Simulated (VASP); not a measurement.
# Zr (P6_3/mmc) in VASP: notebook

Runs on Zr. Level: PBEsol. Tasks: core levels.

All numbers are computed with VASP 6.6.1; they aren't measurements. Logs are shortened: lines on timing, memory, paths and dates and some standing lists are left out, and cuts for length are marked.

### 1 Starting point

The structure is hexagonal, space group P6_3/mmc (No. 194). The conventional cell has a = 3.232 Å, b = 3.232 Å, c = 5.147 Å, α = 90.00°, β = 90.00°, γ = 120.00°. Zr (site symmetry -6m2) is surrounded by 12 Zr at 3.18 to 3.23 Å.

### 2 Core levels, PBEsol

The input, INCAR:

```
PREC = Accurate
ENCUT = 300
EDIFF = 1E-6
ISMEAR = 1
SIGMA = 0.1
LREAL = False
LASPH = True
NELM = 80
ALGO = Normal
ISIF = 2
LWAVE = False
LCHARG = False
GGA = PS
ICORELEVEL = 1
KPAR = 4
```

The input, KPOINTS:

```
regular mesh
0
Gamma
  6 6 3
```

The input, POSCAR:

```
Zr
1.0
    6.4640000000      0.0000000000      0.0000000000
   -3.2320000000      5.5979882100      0.0000000000
    0.0000000000      0.0000000000     10.2940000000
Zr
16
Direct
    0.1666666667      0.3333333334      0.1250000000
    0.1666666667      0.3333333334      0.6250000000
    0.1666666667      0.8333333333      0.1250000000
    0.1666666667      0.8333333333      0.6250000000
    0.6666666667      0.3333333334      0.1250000000
    0.6666666667      0.3333333334      0.6250000000
    0.6666666667      0.8333333333      0.1250000000
    0.6666666667      0.8333333333      0.6250000000
    0.3333333334      0.1666666666      0.3750000000
    0.3333333334      0.1666666666      0.8750000000
    0.3333333334      0.6666666666      0.3750000000
    0.3333333334      0.6666666666      0.8750000000
    0.8333333334      0.1666666666      0.3750000000
    0.8333333334      0.1666666666      0.8750000000
    0.8333333334      0.6666666666      0.3750000000
    0.8333333334      0.6666666666      0.8750000000
```

Potentials or basis: VASP PAW PBE potentials, release 64 (Zr_sv).

Launch:

```bash
$ cat potpaw_PBE.64/Zr_sv/POTCAR > POTCAR
$ mpirun -np 4 vasp_std > vasp.out
```

OUTCAR:

```text
PREC = Accurate
   ENCUT = 300
   EDIFF = 1E-6
   ISMEAR = 1
   LREAL = False
   LASPH = True
   NELM = 80
   ISIF = 2
   GGA = PS

 ion  position               nearest neighbor table
   1  0.167  0.333  0.125-  11 3.18  12 3.18  13 3.18  14 3.18   9 3.18  10 3.18   3 3.23   7 3.23
                             5 3.23   5 3.23   7 3.23   3 3.23
   2  0.167  0.333  0.625-  11 3.18  12 3.18  13 3.18  14 3.18   9 3.18  10 3.18   4 3.23   8 3.23
                             6 3.23   6 3.23   8 3.23   4 3.23
   3  0.167  0.833  0.125-   9 3.18  10 3.18  15 3.18  16 3.18  11 3.18  12 3.18   1 3.23   5 3.23
                             7 3.23   7 3.23   5 3.23   1 3.23
   4  0.167  0.833  0.625-   9 3.18  10 3.18  15 3.18  16 3.18  11 3.18  12 3.18   2 3.23   6 3.23
                             8 3.23   8 3.23   6 3.23   2 3.23
   5  0.667  0.333  0.125-  15 3.18  16 3.18   9 3.18  10 3.18  13 3.18  14 3.18   7 3.23   3 3.23
                             1 3.23   1 3.23   3 3.23   7 3.23
   6  0.667  0.333  0.625-  15 3.18  16 3.18   9 3.18  10 3.18  13 3.18  14 3.18   8 3.23   4 3.23
                             2 3.23   2 3.23   4 3.23   8 3.23
   7  0.667  0.833  0.125-  13 3.18  14 3.18  11 3.18  12 3.18  15 3.18  16 3.18   5 3.23   1 3.23
                             3 3.23   3 3.23   1 3.23   5 3.23
   8  0.667  0.833  0.625-  13 3.18  14 3.18  11 3.18  12 3.18  15 3.18  16 3.18   6 3.23   2 3.23
                             4 3.23   4 3.23   2 3.23   6 3.23
   9  0.333  0.167  0.375-   3 3.18   4 3.18   5 3.18   6 3.18   1 3.18   2 3.18  11 3.23  15 3.23
[... 22 lines left out ...]
 A1 = (   6.4640000000,   0.0000000000,   0.0000000000)
 A2 = (  -3.2320000000,   5.5979882100,   0.0000000000)
 A3 = (   0.0000000000,   0.0000000000,  10.2940000000)

Analysis of symmetry for initial positions (statically):
=====================================================================
 Subroutine PRICEL returns following result:

  LATTYP: Found a hexagonal cell.
 ALAT       =     3.2320000000
 C/A-ratio  =     1.5925123762

  Lattice vectors:

 A1 = (   3.2320000000,   0.0000000000,   0.0000000000)
 A2 = (  -1.6160000000,   2.7989941050,   0.0000000000)
 A3 = (   0.0000000000,   0.0000000000,   5.1470000000)

   8 primitive cells build up your supercell.

 Routine SETGRP: Setting up the symmetry group for a
 hexagonal supercell.

 Subroutine GETGRP returns: Found 24 space group operations
 (whereof 12 operations were pure point group operations)
 out of a pool of 24 trial point group operations.

The static configuration has the point symmetry D_3d.
 The point group associated with its full space group is D_6h.

[... 157 lines left out ...]
  ext. energy  EPLUGINS =         0.00000000
  ---------------------------------------------------
  free energy    TOTEN  =      -145.01863205 eV

  energy without entropy =     -145.02313760  energy(sigma->0) =     -145.02013390

 the core state eigenenergies are
   1-  1s -17807.5763  2s  -2454.7560  2p  -2187.2694  3s   -389.9928  3p   -302.8760
       3d   -159.9787
   2-  1s -17807.5763  2s  -2454.7560  2p  -2187.2694  3s   -389.9928  3p   -302.8760
       3d   -159.9787
   3-  1s -17807.5763  2s  -2454.7560  2p  -2187.2694  3s   -389.9928  3p   -302.8760
       3d   -159.9787
   4-  1s -17807.5763  2s  -2454.7560  2p  -2187.2694  3s   -389.9928  3p   -302.8760
       3d   -159.9787
   5-  1s -17807.5763  2s  -2454.7560  2p  -2187.2694  3s   -389.9928  3p   -302.8760
       3d   -159.9787
   6-  1s -17807.5763  2s  -2454.7560  2p  -2187.2694  3s   -389.9928  3p   -302.8760
       3d   -159.9787
   7-  1s -17807.5763  2s  -2454.7560  2p  -2187.2694  3s   -389.9928  3p   -302.8760
       3d   -159.9787
   8-  1s -17807.5763  2s  -2454.7560  2p  -2187.2694  3s   -389.9928  3p   -302.8760
       3d   -159.9787
   9-  1s -17807.5763  2s  -2454.7560  2p  -2187.2694  3s   -389.9928  3p   -302.8760
       3d   -159.9787
  10-  1s -17807.5763  2s  -2454.7560  2p  -2187.2694  3s   -389.9928  3p   -302.8760
       3d   -159.9787
  11-  1s -17807.5763  2s  -2454.7560  2p  -2187.2694  3s   -389.9928  3p   -302.8760
       3d   -159.9787
  12-  1s -17807.5763  2s  -2454.7560  2p  -2187.2694  3s   -389.9928  3p   -302.8760
       3d   -159.9787
  13-  1s -17807.5763  2s  -2454.7560  2p  -2187.2694  3s   -389.9928  3p   -302.8760
       3d   -159.9787
  14-  1s -17807.5763  2s  -2454.7560  2p  -2187.2694  3s   -389.9928  3p   -302.8760
       3d   -159.9787
  15-  1s -17807.5763  2s  -2454.7560  2p  -2187.2694  3s   -389.9928  3p   -302.8760
       3d   -159.9787
  16-  1s -17807.5763  2s  -2454.7560  2p  -2187.2694  3s   -389.9928  3p   -302.8760
       3d   -159.9787

 E-fermi :   8.8705     XC(G=0): -11.2028

 val. band max:        8.8640785826   @ k =   0.3333   0.0000   0.3333
 cond. band min:       8.8836475581   @ k =   0.1667   0.1667   0.3333
 fundamental gap:      0.0195689755
 Fermi energy:         8.8705092767

 k-point     1 :       0.0000    0.0000    0.0000
  band No.  band energies     occupation
      1     -39.8508      2.00000
      2     -39.7732      2.00000
      3     -39.7732      2.00000
      4     -39.7132      2.00000
      5     -39.7132      2.00000
      6     -39.7132      2.00000
[... 1543 lines left out ...]
    107       9.4930     -0.00000
    108       9.4930     -0.00000
 [bands above 108 left out]

------------------------ aborting loop because EDIFF is reached ----------------------------------------

  FORCE on cell =-STRESS in cart. coord.  units (eV):
  Direction    XX          YY          ZZ          XY          YZ          ZX
  --------------------------------------------------------------------------------------
  -------------------------------------------------------------------------------------
  Total       -8.9965710     -8.9965710     -8.3228248     -0.0000000      0.0000000      0.0000000
  in kB      -38.6963590    -38.6963590    -35.7984188     -0.0000000      0.0000000      0.0000000
  external PRESSURE =     -37.7303789 kB  Pullay stress =       0.0000000 kB

 VOLUME and BASIS-vectors are now :
 -----------------------------------------------------------------------------
  energy-cutoff  :      300.00
  volume of cell :      372.49
      direct lattice vectors                 reciprocal lattice vectors
     6.464000000  0.000000000  0.000000000     0.154702970  0.089317802  0.000000000
    -3.232000000  5.597988210  0.000000000     0.000000000  0.178635603  0.000000000
     0.000000000  0.000000000 10.294000000     0.000000000  0.000000000  0.097143967

 POSITION                                       TOTAL-FORCE (eV/Angst)
 -----------------------------------------------------------------------------------
      0.00000      1.86600      1.28675         0.000000      0.000000      0.000000
      0.00000      1.86600      6.43375        -0.000000      0.000000     -0.000000
     -1.61600      4.66499      1.28675         0.000000      0.000000      0.000000
     -1.61600      4.66499      6.43375        -0.000000      0.000000     -0.000000
      3.23200      1.86600      1.28675         0.000000      0.000000      0.000000
      3.23200      1.86600      6.43375        -0.000000      0.000000      0.000000
[... 8 lines left out ...]
      3.23200      3.73199      3.86025         0.000000     -0.000000     -0.000000
      3.23200      3.73199      9.00725         0.000000     -0.000000     -0.000000
 -----------------------------------------------------------------------------------
    total drift:                               -0.000007      0.000001     -0.000001

  FREE ENERGIE OF THE ION-ELECTRON SYSTEM (eV)
  ---------------------------------------------------
  free  energy   TOTEN  =      -145.0186320522 eV

  energy  without entropy=     -145.0231376005  energy(sigma->0) =     -145.02013390
```

OSZICAR:

```text
N       E                     dE             d eps       ncg     rms          rms(c)
DAV:   1     0.158909835661E+04    0.15891E+04   -0.77029E+04  3316   0.113E+03
DAV:   2     0.339458906890E+02   -0.15552E+04   -0.15079E+04  3469   0.409E+02
DAV:   3    -0.129011508025E+03   -0.16296E+03   -0.15707E+03  5048   0.862E+01
DAV:   4    -0.150230202879E+03   -0.21219E+02   -0.20946E+02  4872   0.288E+01
DAV:   5    -0.151892802232E+03   -0.16626E+01   -0.16553E+01  4632   0.631E+00    0.423E+01
DAV:   6    -0.146263401232E+03    0.56294E+01   -0.85646E+00  3909   0.979E+00    0.166E+01
DAV:   7    -0.144995883054E+03    0.12675E+01   -0.48832E+00  4056   0.644E+00    0.293E+00
DAV:   8    -0.145018615195E+03   -0.22732E-01   -0.46729E-01  4453   0.184E+00    0.590E-01
DAV:   9    -0.145019347151E+03   -0.73196E-03   -0.11058E-02  4720   0.291E-01    0.143E-01
DAV:  10    -0.145018660151E+03    0.68700E-03   -0.69414E-04  4453   0.640E-02    0.688E-02
DAV:  11    -0.145018635242E+03    0.24908E-04   -0.95248E-05  4392   0.371E-02    0.218E-02
DAV:  12    -0.145018633628E+03    0.16142E-05   -0.69318E-06  3309   0.851E-03    0.915E-03
DAV:  13    -0.145018631916E+03    0.17123E-05   -0.99609E-07  2408   0.422E-03    0.257E-03
DAV:  14    -0.145018632052E+03   -0.13632E-06   -0.30860E-07  2312   0.214E-03
   1 F= -.14501863E+03 E0= -.14502013E+03  d E =0.450555E-02
```

Run time: 79 s. Hardware: 4 MPI ranks of Intel Xeon 6975P-C (Granite Rapids), shared host; peak memory 0.38 GiB.

What came out:

```
Free energy            : -145.0186 eV
Pressure               : -3.8 GPa
Band gap on the k mesh : none (metal or under the smearing width)
```

Levels at points of the mesh, in eV from the Fermi level:
| k point | band 93 | band 94 | band 95 | band 96 | band 97 | band 98 | band 99 | band 100 |
| --- | --- | --- | --- | --- | --- | --- | --- | --- |
| (0.00, 0.00, 0.00) | 0.05 | 0.05 | 0.52 | 0.52 | 0.52 | 0.76 | 0.76 | 0.76 |
| (0.50, 0.00, 0.00) | -0.64 | -0.64 | -0.53 | -0.53 | -0.06 | -0.06 | -0.06 | -0.06 |

Core levels (eV, on the scale of the bands):
```tsv
atom	levels
1 Zr	1s -17807.6, 2s -2454.8, 2p -2187.3, 3s -390.0, 3p -302.9, 3d -160.0
2 Zr	1s -17807.6, 2s -2454.8, 2p -2187.3, 3s -390.0, 3p -302.9, 3d -160.0
3 Zr	1s -17807.6, 2s -2454.8, 2p -2187.3, 3s -390.0, 3p -302.9, 3d -160.0
4 Zr	1s -17807.6, 2s -2454.8, 2p -2187.3, 3s -390.0, 3p -302.9, 3d -160.0
5 Zr	1s -17807.6, 2s -2454.8, 2p -2187.3, 3s -390.0, 3p -302.9, 3d -160.0
6 Zr	1s -17807.6, 2s -2454.8, 2p -2187.3, 3s -390.0, 3p -302.9, 3d -160.0
```

Caveat: the PAW data sets were made with another functional, which shifts forces and pressure a little.

[end of part 1 of 2]
